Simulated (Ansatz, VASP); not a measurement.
## Pt in two plane-wave programs

Aim: how closely do two programs agree when they are given the same cell, functional and k mesh? The cell is taken from a series of runs on this material, whose earlier steps may have relaxed, scaled, displaced or heated it; both programs get it as it stands.

Main program and level: Ansatz 0.2.0; plane waves, with VASP 6.6.1 beside it; relaxation of cell and atoms at PBEsol.

### 1. Starting point

The structure is cubic, space group Fm-3m (No. 225). Conventional cell: a = 3.918 Å, b = 3.918 Å, c = 3.918 Å, α = 90.00°, β = 90.00°, γ = 90.00°. Pt has 12 Pt at 2.77 Å nearest.

### 2. VASP: relaxation of cell and atoms, PBEsol

The relaxed volume is the usual yardstick between codes: in a stiff, nearly cubic crystal its relative difference is about their pressure difference at one cell divided by the bulk modulus.

Lines of VASP's logs that name or quote its potential files are left out, and so is its time.

INCAR reads:

```
SYSTEM = Pt
PREC = Accurate
ENCUT = 500
EDIFF = 1E-07
NELM = 120
ISMEAR = 1
SIGMA = 0.2
LREAL = .FALSE.
ALGO = Normal
GGA = PS
NBANDS = 11
LASPH = .TRUE.
LORBIT = 11
LWAVE = .FALSE.
LCHARG = .FALSE.
ISIF = 3
IBRION = 2
NSW = 80
EDIFFG = -0.005
GGA_COMPAT = .FALSE.
NELMIN = 4
```

POSCAR reads:

```
Pt
1.0
    0.0000000000      1.9589800000      1.9589800000
    1.9589800000      0.0000000000      1.9589800000
    1.9589800000      1.9589800000      0.0000000000
Pt
1
Direct
    0.0000000000      0.0000000000      0.0000000000
```

KPOINTS reads:

```
Automatic mesh
0
Gamma
20 20 20
0 0 0
```

PAW data sets: Pt (PBE family, release 64).

Launch:

```bash
mpirun -np 1 vasp_std
```

Numbers of over 12 decimals in the logs are rounded to 6 here.

The program printed:

```text
[banner, memory and clock lines left out]
running    1 mpi-ranks, on    1 nodes
 distrk:  each k-point on    1 cores,    1 groups
 distr:  one band on    1 cores,    1 groups

 POSCAR found type information on POSCAR Pt
 POSCAR found :  1 types and       1 ions
|                                                                             |
|               ----> ADVICE to this user running VASP <----                  |
|                                                                             |
|     You enforced a specific xc type in the INCAR file but a different       |
|     [... a line on the potential file left out ...]
|     I HOPE YOU KNOW WHAT YOU ARE DOING!                                     |
|                                                                             |

 LDA part: xc-table for (Slater+PW92), standard interpolation
 POSCAR, INCAR and KPOINTS ok, starting setup
 FFT: planning ... GRIDC
 FFT: planning ... GRID_SOFT
 FFT: planning ... GRID
 WAVECAR not read
 entering main loop
       N       E                     dE             d eps       ncg     rms          rms(c)
DAV:   1     0.370042586486E+02    0.37004E+02   -0.52389E+03  5760   0.818E+02
DAV:   2    -0.684686446299E+01   -0.43851E+02   -0.42086E+02  6488   0.172E+02
DAV:   3    -0.741525945871E+01   -0.56839E+00   -0.56374E+00  6504   0.187E+01
DAV:   4    -0.741749504895E+01   -0.22356E-02   -0.22354E-02  6519   0.139E+00
DAV:   5    -0.741751263533E+01   -0.17586E-04   -0.17587E-04  6588   0.113E-01    0.134E+01
DAV:   6    -0.701343122970E+01    0.40408E+00   -0.93115E-01  6094   0.762E+00    0.685E+00
DAV:   7    -0.696900463968E+01    0.44427E-01   -0.15792E-01  6547   0.302E+00    0.258E+00
DAV:   8    -0.696494609655E+01    0.40585E-02   -0.62838E-03  6139   0.725E-01    0.637E-01
DAV:   9    -0.696468725833E+01    0.25884E-03   -0.18091E-04  6271   0.124E-01    0.307E-02
DAV:  10    -0.696469130751E+01   -0.40492E-05   -0.35690E-06  7086   0.132E-02    0.487E-03
DAV:  11    -0.696469143782E+01   -0.13031E-06   -0.48895E-08  5227   0.203E-03    0.128E-03
DAV:  12    -0.696469144953E+01   -0.11706E-07   -0.29769E-09  3314   0.392E-04
   1 F= -.69646914E+01 E0= -.69643064E+01  d E =-.696469E+01
 curvature:   0.00 expect dE= 0.000E+00 dE for cont linesearch  0.000E+00
 trial: gam= 0.00000 g(F)=  0.000E+00 g(S)=  0.253E-03 ort = 0.000E+00 (trialstep = 0.100E+01)
 search vector abs. value=  0.253E-03
 bond charge predicted
       N       E                     dE             d eps       ncg     rms          rms(c)
DAV:   1    -0.696757938308E+01   -0.28879E-02   -0.64687E-02  5893   0.238E+00    0.399E-01
DAV:   2    -0.696461165779E+01    0.29677E-02   -0.79176E-03  5866   0.679E-01    0.154E-01
DAV:   3    -0.696443924579E+01    0.17241E-03   -0.79945E-04  6492   0.204E-01    0.801E-02
DAV:   4    -0.696445214247E+01   -0.12897E-04   -0.33941E-05  6339   0.386E-02    0.411E-03
DAV:   5    -0.696445195904E+01    0.18343E-06   -0.48472E-07  6505   0.625E-03    0.133E-03
DAV:   6    -0.696445210072E+01   -0.14168E-06   -0.28072E-08  4993   0.109E-03    0.205E-04
DAV:   7    -0.696445209489E+01    0.58369E-08   -0.12845E-09  3080   0.273E-04
   2 F= -.69644521E+01 E0= -.69640875E+01  d E =0.239355E-03
 trial-energy change:    0.000239  1 .order    0.000246   -0.000253    0.000746
 step:   0.2616(harm=  0.2534)  dis= 0.00000  next Energy=    -6.964725 (dE=-0.333E-04)
 bond charge predicted
       N       E                     dE             d eps       ncg     rms          rms(c)
DAV:   1    -0.696643823649E+01   -0.19861E-02   -0.35323E-02  5869   0.176E+00    0.290E-01
DAV:   2    -0.696481629354E+01    0.16219E-02   -0.43959E-03  5836   0.504E-01    0.117E-01
DAV:   3    -0.696472177746E+01    0.94516E-04   -0.42796E-04  6480   0.149E-01    0.619E-02
DAV:   4    -0.696472526234E+01   -0.34849E-05   -0.17070E-05  6306   0.273E-02    0.200E-03
DAV:   5    -0.696472532300E+01   -0.60663E-07   -0.23461E-07  6664   0.391E-03
   3 F= -.69647253E+01 E0= -.69643456E+01  d E =-.338735E-04
 curvature:  -0.13 expect dE=-0.741E-07 dE for cont linesearch -0.741E-07
 trial: gam= 0.00000 g(F)=  0.644E-63 g(S)=  0.585E-06 ort =-0.122E-04 (trialstep = 0.852E+00)
 search vector abs. value=  0.585E-06
 reached required accuracy - stopping structural energy minimisation
```

Parts of OUTCAR (step 2):

```text
ion  position               nearest neighbor table
   1  0.000  0.000  0.000-

  LATTYP: Found a face centered cubic cell.
 ALAT       =     3.9179600000

 Subroutine GETGRP returns: Found 48 space group operations
 (whereof 48 operations were pure point group operations)

The static configuration has the point symmetry O_h .

 Found    256 irreducible k-points:

   k-points           NKPTS =    256   k-points in BZ     NKDIM =    256   number of bands    NBANDS=     11

   dimension x,y,z NGX =    20 NGY =   20 NGZ =   20
   dimension x,y,z NGXF=    40 NGYF=   40 NGZF=   40

   ENCUT  =  500.0 eV  36.75 Ry    6.06 a.u.   5.05  5.05  5.05*2*pi/ulx,y,z

   NELECT =      10.0000    total number of electrons

 k-points in reciprocal lattice and weights: Automatic mesh
   0.00000000  0.00000000  0.00000000       0.000
   0.05000000  0.00000000  0.00000000       0.001
   0.10000000  0.00000000  0.00000000       0.001
   0.15000000  0.00000000  0.00000000       0.001
   0.20000000  0.00000000  0.00000000       0.001
   0.25000000  0.00000000  0.00000000       0.001
   0.30000000  0.00000000  0.00000000       0.001
   0.35000000  0.00000000  0.00000000       0.001
   0.40000000  0.00000000  0.00000000       0.001
[...]
-0.30000000  0.50000000  0.20000000       0.002
  -0.25000000  0.50000000  0.25000000       0.001

 average (electrostatic) potential at core
       1 -62.7475

 E-fermi :  11.1909

 k-point     1 :       0.0000    0.0000    0.0000
  band No.  band energies     occupation
    ...
      2       7.3529      2.00000
      3       7.3529      2.00000
      4       7.3529      2.00000
      5       9.5489      2.00000
      6       9.5489      2.00000
      7      25.7957      0.00000
      8      30.7799      0.00000
      9      30.7799      0.00000
     10      30.7799      0.00000
     11      36.0945      0.00000

 k-point     2 :       0.0500    0.0000    0.0000
  band No.  band energies     occupation
    ...
      2       7.3064      2.00000
      3       7.3939      2.00000
      4       7.3939      2.00000
      5       9.5253      2.00000
      6       9.5253      2.00000
      7      25.9559      0.00000
      8      30.2206      0.00000
      9      30.9367      0.00000
     10      30.9367      0.00000
     11      36.7176      0.00000

 k-point     3 :       0.1000    0.0000    0.0000
  band No.  band energies     occupation
    ...
      2       7.1828      2.00000
      3       7.5046      2.00000
      4       7.5046      2.00000
      5       9.4704      2.00000
      6       9.4704      2.00000
      7      26.4016      0.00000
      8      29.0019      0.00000
      9      31.3954      0.00000
     10      31.3954      0.00000
     11      37.7109      0.00000

  Total        0.0020108      0.0020108      0.0020108      0.0000000      0.0000000      0.0000000
  in kB        0.2146051      0.2146051      0.2146051      0.0000000      0.0000000      0.0000000
  external PRESSURE =       0.2146051 kB  Pullay stress =       0.0000000 kB

  energy-cutoff  :      500.00
  volume of cell :       15.01
      direct lattice vectors                 reciprocal lattice vectors
     0.000000000  1.957945753  1.957945753    -0.255369690  0.255369690  0.255369690
     1.957945753  0.000000000  1.957945753     0.255369690 -0.255369690  0.255369690
     1.957945753  1.957945753 -0.000000000     0.255369690  0.255369690 -0.255369690

 POSITION                                       TOTAL-FORCE (eV/Angst)
 -----------------------------------------------------------------------------------
      0.00000      0.00000      0.00000        -0.000000     -0.000000     -0.000000
 -----------------------------------------------------------------------------------
    total drift:                               -0.000000     -0.000000     -0.000000

  FREE ENERGIE OF THE ION-ELECTRON SYSTEM (eV)
  ---------------------------------------------------
  free  energy   TOTEN  =        -6.9647253230 eV

  energy  without entropy=       -6.9635862070  energy(sigma->0) =       -6.96434562

 reached required accuracy - stopping structural energy minimisation

 total charge
# of ion       s       p       d       tot
------------------------------------------
    1        0.635   0.620   8.040   9.296

[... 3 further parts left out ...]
```

CONTCAR:

```
Pt
   1.00000000000000
     0.0000000000000000    1.9579457533186742    1.9579457533186742
     1.9579457533186742    0.0000000000000000    1.9579457533186742
     1.9579457533186742    1.9579457533186742   -0.0000000000000000
  Pt
     1
Direct
     0.0000000000000000    0.0000000000000000    0.0000000000000000
```

The run keeps the 48 symmetry operations of its start, so it cannot find a distortion of lower symmetry.

### 3. Ansatz: relaxation of cell and atoms, PBEsol

Ansatz runs on its PAW soft_1 files.

The same cell, functional, mesh and smearing now go to Ansatz, which takes its cutoff from its data sets.

input.yaml reads:

```yaml
crystal:
  lattice:
    - [0.0, 1.9589796718, 1.9589796718]
    - [1.9589796718, 0.0, 1.9589796718]
    - [1.9589796718, 1.9589796718, 0.0]
  atoms:
    - { symbol: Pt, position: [0.0, 0.0, 0.0] }
kpoints:
  mp_grid: { grid: [20, 20, 20] }
hamiltonian:
  xc: pbesol
  pseudopotentials: { kind: paw, azcp: { folder: soft_1 }, xc_functional: pbe }
scf:
  occupations: { method: methfessel_paxton, width: 0.2 }
  lower_state_search: "off"
output:
  forces: true
  stress: true
  eigenvalues: true
relax:
  adjacent_minimum: "off"
  f_tol: 0.001
  max_steps: 60
  cell: { stress_tol: 0.01 }
```

Launch:

```bash
ansatz run input.yaml --threads 8 --pin off --max-ram 16384MiB --backend cpu --events-out ev --progress --plain --runs-dir out
```

The program printed:

```text
Engine: ansatz 0.2.0, aarch64-unknown-linux-gnu
Pseudopotentials: kind: paw
Pseudopotential: Pt, paw, valence charge 18, recommended cutoff 420 eV (normal), soft_1/Pt.paw.azcp
Functional definition: PBEsol
  exchange = pbesol_x
  correlation = pbesol_c
Crystal: 1 atoms, lattice volume = 15.036 Å³
Basis set: ecut = 420 eV, 283 PW (Γ), exchange–correlation on 40×40×40 points (8 copies of the dense FFT grid, shifted against one another)
Bands: 13, of which v1, the nominal top of the filled ones, is band 9 counted from 1 (8 counted from 0)
Symmetry: 48 space group operations
Space group: Fm-3m (ITA 225), of the structure as read, at distance tolerance 2.5e-5 Å
k-points: 256 of 8000
Non-local potential: Pt, projectors of the file, l = 0: 3, l = 1: 2, l = 2: 2, l = 3: 1
PAW form: soft (Blöchl's): semilocal exchange-correlation on the pseudo side does not see the compensation charge
PAW frozen core: Pt, regenerated for the run's functional, and the local potential with it (the file was generated under x = pbe(κ = 0.804, μ = 0.219515), c = pbe(β = 0.066725))
PAW one-centre angular grid: Pt, 590 points (default); XC on 64 Gauss nodes
Initial density: superposition of atomic densities (chi_scale 0.1, normalization cell)
Initial wavefunctions: pseudopotential atomic-orbital guess
Functional: x = pbesol(κ = 0.804, μ = 0.123457), c = pbesol(β = 0.046)
SCF iter   1: F=—  HF=-12385.799226 eV  |F-HF|=—  |Δ(HF+E_count)|=         —  Δρ=9.29e-2  dr2=1.23e0  ethr=3.10e-3  ⟨swp⟩=5.0  Hψ=16146  notcnv=0
preconditioner: auto → none  [metal: Δε(μ)=0.005 eV  Ē_g=13.925 eV  σ=0.200 eV  W_gap=0.02  n_scr=8 (ndim 8)  ℏωp=30.3 eV  f_vac=0.000  D(μ)=1.79/eV (n_scr^D=26)  sad-step TF]
SCF iter   2: F=—  HF=-12385.457760 eV  |F-HF|=—  |Δ(HF+E_count)|=   3.41e-1  S|Δr|=    0.00e0  Δρ=4.26e-2  dr2=2.42e-1  ethr=3.10e-3  ⟨swp⟩=2.2  Hψ=6527  notcnv=0
SCF iter   3: F=—  HF=-12385.385334 eV  |F-HF|=—  |Δ(HF+E_count)|=   7.24e-2  S|Δr|=    0.00e0  Δρ=5.01e-3  dr2=1.34e-3  ethr=1.34e-3  ⟨swp⟩=2.1  Hψ=5469  notcnv=0
SCF iter   4: F=—  HF=-12385.386282 eV  |F-HF|=—  |Δ(HF+E_count)|=   9.48e-4  S|Δr|=    0.00e0  Δρ=1.32e-4  dr2=1.04e-6  ethr=7.45e-6  ⟨swp⟩=2.2  Hψ=5717  notcnv=0
SCF iter   5: F=—  HF=-12385.386287 eV  |F-HF|=—  |Δ(HF+E_count)|=   4.44e-6  S|Δr|=    0.00e0  Δρ=8.01e-5  dr2=8.38e-7  ethr=5.56e-10  ⟨swp⟩=6.9  Hψ=17201  notcnv=0
SCF iter   6: F=-12385.386287 eV  HF=-12385.386287 eV  |F-HF|=4.73e-9  |Δ(HF+E_count)|=   2.71e-7  S|Δr|=    0.00e0  Δρ=7.27e-6  dr2=6.24e-9  ethr=5.56e-10  ⟨swp⟩=3.0  Hψ=12298  notcnv=0
SCF 1 converged in 6 iterations: F = -12385.386287 eV  dr2 = 6.24e-9
  greatest PAW one-centre occupation: 1.000 electrons in one spin orbital (limit 2), on the Pt atom at site 0 (counted from 0), in its partial waves of l = 0
relax step   1: F+E_penalty+E_count = -12385.38628663 eV  Δ(F+E_penalty+E_count) = +0.000e0 eV  max|allowed force component| = 0.000e0 eV/Å  Δτ_max = 0.0000 Å  P = -0.065 GPa  Ω = 15.036 Å³  (6 SCF iters, dr2 threshold 1.00e-7 eV, accepted)
[...]
relax step   2: F+E_penalty+E_count = -12385.38628918 eV  Δ(F+E_penalty+E_count) = -2.545e-6 eV  max|allowed force component| = 0.000e0 eV/Å  Δτ_max = 0.0000 Å  P = +0.117 GPa  Ω = 15.026 Å³  energy of the carried Pulay correction = +4.065e-6 eV  (3 SCF iters, dr2 threshold 1.05e-8 eV, rejected (line search))
[...]
relax step   3: F+E_penalty+E_count = -12385.38628877 eV  Δ(F+E_penalty+E_count) = -2.136e-6 eV  max|allowed force component| = 0.000e0 eV/Å  Δτ_max = 0.0000 Å  P = +0.000 GPa  Ω = 15.032 Å³  energy of the carried Pulay correction = +1.453e-6 eV  (5 SCF iters, accepted)
[...]
relax step   4: F+E_penalty+E_count = -12385.38628610 eV  Δ(F+E_penalty+E_count) = +2.667e-6 eV  max|allowed force component| = 0.000e0 eV/Å  Δτ_max = 0.0000 Å  P = +0.000 GPa  Ω = 15.032 Å³  stress off target by 3.11e-4 GPa  SCF on the basis re-selected at this cell (its energy is not comparable with the rows above)  (4 SCF iters)
basis re-selected at this cell: Δ(F+E_penalty+E_count) = +2.667e-6 eV, ΔP = +0.000 GPa vs the last step (what re-selecting the basis moved, of the pressure what is left beyond the Pulay correction that the steps carried, after the strain that the cell walked since its last selection, with what the two solves' SCF thresholds leave and, on support functions, any second-order correction that the steps lacked; it is no measure of the basis error at this ecutwfc). This SCF's stress stands 3.11e-4 GPa from its target on what of the cell is left free (relax.cell.stress_tol is 1.00e-2 GPa) and its largest allowed force component is 0.00e0 eV/Å (relax.f_tol is 1.00e-3 eV/Å): [rest of the remark cut]
SCF converged after 4 iterations
Stability not checked: this state was not tested for a lower state beside it, because cold or Methfessel-Paxton smearing, or corrected tetrahedra, fill the levels in a way that the test cannot read (fill_not_monotonic; see scf.lower_state_search)
Free energy (F): -12385.386286 eV
Harris-Foulkes:  -12385.386286 eV  (|F-HF|=5.46e-12)
Internal energy: -12385.385146 eV  (E = F + TS)
E sigma→0 (E₀):  -12385.386001 eV
Entropy (-TS):   -0.001140 eV (-1.140 meV/atom)
Fermi energy:    23.332989 eV
--- Per-component energies (eV) ---
  E_band       = -130.443644
  E_kinetic    = 596.952251
  E_local      = -1422.001910  (includes V_loc(G=0)·N_el)
  E_nonlocal   = 207.141775
  E_hartree    = 539.245127
  E_xc         = -231.142739
  E_vxc        = -271.077357  (∫ρ·V_xc dr)
  E_paw        = -9345.848671  (= ΣΔE_a)
  E_vpaw       = -319.949750  (= ΣTr[D̂ρ^β])
  E_aug_tail   = 0.001108  (compensation charges beyond the density's cutoff)
  E_ewald      = -2730.019118
  E_core_change = 0.287031  (= ΣΔE_core)
  E_smearing   = -0.001140  (= −TS)
  E_closure    = -0.000000  (closes the sum)
  Σ components = -12385.386286   (vs F -12385.386286, Δ=0.00e0)
--- Forces (eV/Å), atoms counted from 1 ---
  atom   1  Pt    -0.00000000     0.00000000     0.00000000
  max |Σ_I F_I| component: 7.40e-32 eV/Å
--- Stress (GPa, compression-positive) ---
        0.000311      -0.000000      -0.000000
       -0.000000       0.000311      -0.000000
       -0.000000      -0.000000       0.000311
  P = ⅓ Tr σ = 0.0003 GPa (0.003 kbar)
--- Band table (eV; the first three rows and the last of 256) ---
  k-point 0: bands = [... 5 lower, 19.4905, 19.4905, 19.4905, 21.6869, 21.6869, 37.8931, 42.8385, 42.8385]
  k-point 1: bands = [... 5 lower, 19.4441, 19.5316, 19.5316, 21.6634, 21.6634, 38.0508, 42.2830, 42.9926]
  k-point 2: bands = [... 5 lower, 19.3213, 19.6426, 19.6426, 21.6088, 21.6088, 38.4905, 41.0745, 43.4437]
  k-point 255: bands = [... 5 lower, 18.7114, 18.7114, 21.3001, 23.8317, 30.4112, 31.5759, 31.5759, 35.3629]
--- Relaxed structure (3 steps of the walk, 2 accepted, 1 SCFs on fresh bases) ---
  F+E_penalty+E_count = -12385.38628610 eV   max|allowed force component| = 0.000e0 eV/Å   (the final SCF, on the basis selected at the relaxed cell)
  cell:  # Å, volume = 15.0322 Å³
    - [0, 1.958833, 1.958833]
    - [1.958833, 0, 1.958833]
    - [1.958833, 1.958833, 0]
  atoms:
    - { symbol: Pt, position: [0.0, 0.0, 0.0] }
```

### 4. Side by side

Known differences besides the potentials themselves: the data sets hold 18 valence electrons in Ansatz (on its PAW soft_1 files) and 10 in VASP; the cutoff is 420 eV in Ansatz and 500 eV in VASP; Ansatz makes its cores anew for this functional, VASP keeps those of its PBE data sets; Ansatz adds a Pulay correction to the stress that steers its cell, VASP none. Total energies have different zeros and are not compared.

Both answers:

```tsv
quantity	Ansatz	VASP	difference
volume (Å³)	15.03	15.01	+0.14 %
edge a after relaxation, in the typed setting (Å)	2.770	2.769	+0.04 %
```

### 5. Results

```
difference in volume (relaxation of cell and atoms, PBEsol) : 0.14 %
```

In words: The difference in volume is 0.14 % (relaxation of cell and atoms, PBEsol), within the 1.2 % picked in this series as the mark of a large difference, as far as the stopping tolerances let one tell. The data sets hold unlike numbers of valence electrons (18 in Ansatz and 10 in VASP), so part of the differences comes from the potentials. How closely two codes agree says nothing of how well the functional describes the real material.

[Lines on the potential files, build, host, timing and source positions are cut from VASP's logs without a mark.]

[Logs are printed without paths, hosts, clocks, repeated set-up lines and the standing remarks that a program may print on its own settings, such as how far it seeks lower states.]

[Hosts, paths, dates, database ids (printed as entryN), source tags and the programs' standing remarks are cut or masked in the printed files.]
